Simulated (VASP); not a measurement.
Runs of VASP 6.6.1 on BN. Symmetry: P6_3/mmc, No. 194, hexagonal system. Conventional cell: a = 2.506 Å, b = 2.506 Å, c = 7.069 Å, α = 90.00°, β = 90.00°, γ = 120.00°. B (site symmetry -6m2) has 3 N at 1.45 Å as nearest neighbours. N (site symmetry -6m2) is surrounded by 3 B at 1.45 Å. 

| task | cell | gap on the mesh (eV) | pressure (GPa) | relaxed volume (Å³/atom) |
| --- | --- | --- | --- | --- |
| relaxation of cell and atoms | relaxed | 4.73 | 0.0 | 9.77 |
| relaxation of shape and atoms at fixed volume | relaxed at fixed volume from: a relaxed cell with its volume scaled by 0.91 | 4.93 | 2.4 | - |
| relaxation of shape and atoms at fixed volume | relaxed at fixed volume from: a relaxed cell with its volume scaled by 1.03 | (a) | -0.4 | 10.06 |
| relaxation of shape and atoms at fixed volume | relaxed at fixed volume from: a relaxed cell with its volume scaled by 0.94 | 4.84 | 1.4 | - |
| relaxation of shape and atoms at fixed volume | relaxed at fixed volume | 4.73 | 0.0 | - |
| relaxation of shape and atoms at fixed volume | relaxed at fixed volume from: a relaxed cell with its volume scaled by 0.97 | (b) | 0.6 | - |
| relaxation of shape and atoms at fixed volume | relaxed at fixed volume from: a relaxed cell with its volume scaled by 1.06 | 4.60 | -0.8 | - |

Alike in all rows: level PBE+D3(BJ); potentials or basis VASP PAW PBE potentials, release 64 (B, N); no spin polarisation; k mesh 3 × 3 × 1; cutoff (eV) 520; smearing gaussian 0.02 eV; the mesh is coarse, so values aren't converged.

Task: Fill in the values left out.

Result: (a) 4.70; (b) 4.78.

Caveats: all runs use coarse meshes; an odd mesh through Γ misses points on the zone boundary, where band edges often lie; the relaxation stopped at its first step, so nothing moved (some runs).
